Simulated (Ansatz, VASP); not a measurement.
**BW5: VASP beside Ansatz**

```xyz
6
Lattice="0.0000 3.6592 3.6592 3.6592 0.0000 3.6592 3.6592 3.6592 0.0000" Properties=species:S:1:pos:R:3 pbc="T T T"
B     0.0000    0.0000    0.0000
W     1.8296    1.8296    1.8296
W     2.7407    4.5776    2.7407
W     2.7407    2.7407    4.5776
W     4.5776    4.5776    4.5776
W     4.5776    2.7407    2.7407
```

Change from the starting cell: species swapped into the TbCu5 type (F-43m, No. 216).

Alike in both runs: functional PBE; k mesh 4 × 4 × 4; occupations gaussian, width 0.1 eV; no spin polarisation.

Ansatz relaxed the structure, and its values are those at the end. VASP's run is a single point on that final structure, the one shown.

|  | VASP | Ansatz |
| --- | --- | --- |
| version | VASP 6.6.1 | Ansatz 0.2.0 |
| potentials or method | VASP PAW PBE potentials, release 64 (B, W_sv) | scalar-relativistic, plane waves, PAW |
| plane-wave cutoff (eV) | 520 | 420 |
| valence electrons in the cell | 73 | 73 |

|  | VASP | Ansatz | Ansatz less VASP |
| --- | --- | --- | --- |
| gap on the k mesh at the Fermi level (eV) | none | none | - |
| pressure (GPa) | 0.8 | 0.1 | -0.67 |
| rms of the force components (eV/Å) | 0.009 | 0.003 | -0.0054 |

A gap of «none» marks a metal or a gap that the smearing closes. The functional is the same, so the differences come from potentials, cutoffs and numerics.

Caveats: the k mesh is coarse (spacing up to 0.37 Å⁻¹), so the values aren't converged. Spin-orbit coupling is left out, which matters for the levels of W.
